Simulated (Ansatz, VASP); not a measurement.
## One calculation of TaTl, two programs

File INCAR:

```
SYSTEM = TaTl
  ALGO = Normal
  EDIFF = 1E-7
  ENCUT = 520
  ISIF = 2
  ISMEAR = -1
  LASPH = .True.
  LCHARG = .False.
  LMAXMIX = 4
  LREAL = .False.
  LWAVE = .False.
  NBANDS = 19
  NELM = 80
  PREC = Accurate
  SIGMA = 0.05
```

Contents of KPOINTS:

```
k-points
0
Gamma
  5 5 5
  0 0 0
```

The input POSCAR:

```
TaTl
1.0
    3.6221205400      0.0000000000      0.0000000000
    0.0000000000      3.6221205400      0.0000000000
    0.0000000000      0.0000000000      3.6221205400
Ta Tl
1 1
Direct
    0.0000000000      0.0000000000      0.0000000000
    0.5000000000      0.5000000000      0.5000000000
```

Contents of KPOINTS_OPT:

```
path GXMGRX,MR
20
line-mode
reciprocal
 0.0000000000  0.0000000000  0.0000000000  G
 0.0000000000  0.5000000000  0.0000000000  X

 0.0000000000  0.5000000000  0.0000000000  X
 0.5000000000  0.5000000000  0.0000000000  M

 0.5000000000  0.5000000000  0.0000000000  M
 0.0000000000  0.0000000000  0.0000000000  G

 0.0000000000  0.0000000000  0.0000000000  G
 0.5000000000  0.5000000000  0.5000000000  R

 0.5000000000  0.5000000000  0.5000000000  R
 0.0000000000  0.5000000000  0.0000000000  X

 0.5000000000  0.5000000000  0.0000000000  M
 0.5000000000  0.5000000000  0.5000000000  R
```

Contents of input.yaml:

```yaml
crystal:
  lattice:
    - [3.62212054, 0.0, 0.0]
    - [0.0, 3.62212054, 0.0]
    - [0.0, 0.0, 3.62212054]
  atoms:
    - { symbol: Ta, position: [0.0, 0.0, 0.0] }
    - { symbol: Tl, position: [0.5, 0.5, 0.5] }
hamiltonian:
  xc: lda
  pseudopotentials: { kind: paw }
kpoints:
  mp_grid: { grid: [5, 5, 5] }
  band_path:
    path:
      - [[0.0, 0.0, 0.0], [0.0, 0.5, 0.0], [0.5, 0.5, 0.0], [0.0, 0.0, 0.0], [0.5, 0.5, 0.5], [0.0, 0.5, 0.0]]
      - [[0.5, 0.5, 0.0], [0.5, 0.5, 0.5]]
    npoints: 14
scf:
  occupations: { method: fermi_dirac, width: 0.05 }
  n_extra_bands: 6
output:
  forces: true
  stress: true
  eigenvalues: true
  fatbands: false
  write_density: true
  write_potential: true
  elf: true
  volumetric_format: npy
```

The cell was built by a generator and needn't be a form met in nature.

Alike in both runs: task band structure; functional LDA; k mesh 5 × 5 × 5; occupations fermi-dirac, width 0.05 eV; no spin polarisation.

|  | VASP | Ansatz |
| --- | --- | --- |
| version | VASP 6.6.1 | Ansatz 0.2.0 |
| potentials or method | VASP PAW LDA potentials, release 64 (Ta_pv, Tl_d) | Ansatz PAW |
| plane-wave cutoff (eV) | 520 | 420 |
| valence electrons in the cell | 24 | 26 |

```tsv
	VASP	Ansatz	Ansatz less VASP
gap on the k mesh at the Fermi level (eV)	none	none	-
pressure (GPa)	-19.7	-19.9	-0.21
```

A gap of «none» marks a metal or a gap that the smearing closes. The two sets of potentials don't hold the same shells in valence.

Caveats: spin-orbit coupling is left out, which moves the levels of the heavy elements; the PAW data sets come from PBE, with cores solved anew for the run's functional, which leaves a small shift of forces and pressure (Ansatz).
